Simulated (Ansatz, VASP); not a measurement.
**SbOs in VASP and in Ansatz**

Contents of INCAR:

```
PREC     = Accurate       # precision mode
ENCUT    = 520            # plane-wave cutoff, eV
EDIFF    = 1E-7           # SCF threshold, eV
ISMEAR   = 0              # smearing method
SIGMA    = 0.05           # smearing width, eV
LREAL    = F              # projectors in reciprocal space
LASPH    = T              # aspherical terms in the spheres
NELM     = 60             # most SCF steps
ALGO     = Normal         # electronic algorithm
ISIF     = 2              # what is computed and relaxed
LWAVE    = F              # write WAVECAR
LCHARG   = F              # write CHGCAR
GGA      = PE             # functional
NBANDS   = 14             # bands
```

The input KPOINTS:

```
Automatic mesh
0
Gamma
  12 12 12
```

POSCAR

```
SbOs
1.0
    0.0000000000      2.7493264654      2.7493264654
    2.7493264654      0.0000000000      2.7493264654
    2.7493264654      2.7493264654      0.0000000000
Os Sb
1 1
Direct
    0.5000000000      0.5000000000      0.5000000000
    0.0000000000      0.0000000000      0.0000000000
```

Input for Ansatz:

```yaml
crystal:
  lattice:
    - [0.0, 2.7493264654, 2.7493264654]
    - [2.7493264654, 0.0, 2.7493264654]
    - [2.7493264654, 2.7493264654, 0.0]
  atoms:
    - { symbol: Os, position: [0.5, 0.5, 0.5] }
    - { symbol: Sb, position: [0.0, 0.0, 0.0] }
basis:
  ecutwfc: 420
  ecutrho_ratio: 4
kpoints:
  mp_grid: { grid: [12, 12, 12] }
hamiltonian:
  xc: pbe
scf:
  occupations: { method: gaussian, width: 0.05 }
output:
  forces: true
  stress: true
  eigenvalues: true
  write_density: true
  write_potential: true
  elf: true
  volumetric_format: npy
```

Alike in both runs: task single point; functional PBE; k mesh 12 × 12 × 12; occupations gaussian, width 0.05 eV; no spin polarisation.

|  | VASP | Ansatz |
| --- | --- | --- |
| version | VASP 6.6.1 | Ansatz 0.2.0 |
| potentials or method | VASP PAW PBE potentials, release 64 (Os, Sb) | scalar-relativistic, plane waves, PAW |
| plane-wave cutoff (eV) | 520 | 420 |
| valence electrons in the cell | 13 | 31 |

Ansatz gave:

```
gap on the k mesh at the Fermi level (eV) : none
pressure (GPa)                            : -5.5
```

Problem. Estimate VASP's values.

Solution. gap on the k mesh at the Fermi level (eV): none; pressure (GPa): -5.6.

A gap of «none» marks a metal or a gap that the smearing closes. With one functional, cell and mesh, what is left measures potentials, basis and numerics. The two sets of potentials don't hold the same shells in valence.

Spin-orbit coupling is left out, which matters for the levels of Os, Sb.
